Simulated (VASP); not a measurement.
```
CELL_PARAMETERS angstrom
      5.55101     0.00000     0.00000
     -2.77551     4.80732     0.00000
      0.00000     0.00000    24.08450
ATOMIC_POSITIONS crystal
  Ti 0.00000 0.00000 0.35999
  Ti 0.33333 0.66667 0.45025
  Ti 0.66667 0.33333 0.54975
  Ti 0.00000 0.00000 0.64001
  Pt 0.49549 0.50451 0.35928
  Pt 0.49549 0.99098 0.35928
  Pt 0.00902 0.50451 0.35928
  Pt 0.83369 0.16631 0.45278
  Pt 0.83369 0.66737 0.45278
  Pt 0.33263 0.16631 0.45278
  Pt 0.16631 0.83369 0.54722
  Pt 0.16631 0.33263 0.54722
  Pt 0.66737 0.83369 0.54722
  Pt 0.50451 0.49549 0.64072
  Pt 0.50451 0.00902 0.64072
  Pt 0.99098 0.49549 0.64072
```

Method: r2SCAN meta-GGA, VASP's PBE PAW potentials (set 64) (plane waves; VASP). Settings: PREC = Normal, EDIFF = 1E-5, 400 eV cut-off, 6×6×1 Γ-centred mesh, first-order Methfessel-Paxton smearing of 0.10 eV, potentials Ti_sv Pt.

The ions are relaxed. Which structure does the run end with?

```
CELL_PARAMETERS angstrom
      5.55101     0.00000     0.00000
     -2.77551     4.80732     0.00000
      0.00000     0.00000    24.08450
ATOMIC_POSITIONS crystal
  Ti 0.00000 0.00000 0.36486
  Ti 0.33333 0.66667 0.44413
  Ti 0.66667 0.33333 0.55587
  Ti 0.00000 0.00000 0.63514
  Pt 0.49648 0.50352 0.35847
  Pt 0.49648 0.99295 0.35847
  Pt 0.00705 0.50352 0.35847
  Pt 0.83271 0.16729 0.45344
  Pt 0.83271 0.66542 0.45344
  Pt 0.33458 0.16729 0.45344
  Pt 0.16729 0.83271 0.54656
  Pt 0.16729 0.33458 0.54656
  Pt 0.66542 0.83271 0.54656
  Pt 0.50352 0.49648 0.64153
  Pt 0.50352 0.00705 0.64153
  Pt 0.99295 0.49648 0.64153
```

How much energy does the relaxation gain?

The energy (σ→0) changes by -11.8 meV/atom, in 13 ionic steps.

| step | E(σ→0) (eV) | max force (eV/Å) | pressure (GPa) | volume (Å³) |
|---|---|---|---|---|
| 1 | -678.1851 | 0.803 | -2.81 | 642.71 |
| 2 | -678.2687 | 0.530 | -2.49 | 642.71 |
| 3 | -678.3229 | 0.291 | -2.10 | 642.71 |
| 4 | -678.3265 | 0.288 | -1.93 | 642.71 |
| 5 | -678.3648 | 0.125 | -1.96 | 642.71 |
| 6 | -678.3657 | 0.165 | -1.96 | 642.71 |
| 7 | -678.3716 | 0.075 | -2.08 | 642.71 |
| 8 | -678.3718 | 0.066 | -2.06 | 642.71 |
| 9 | -678.3734 | 0.036 | -2.12 | 642.71 |
| 10 | -678.3736 | 0.041 | -2.15 | 642.71 |
| 11 | -678.3743 | 0.031 | -2.19 | 642.71 |
| 12 | -678.3744 | 0.030 | -2.22 | 642.71 |
| 13 | -678.3747 | 0.003 | -2.25 | 642.71 |

The cell is a thin slab with vacuum, built from Pt3Ti (L1_2): (111) face.
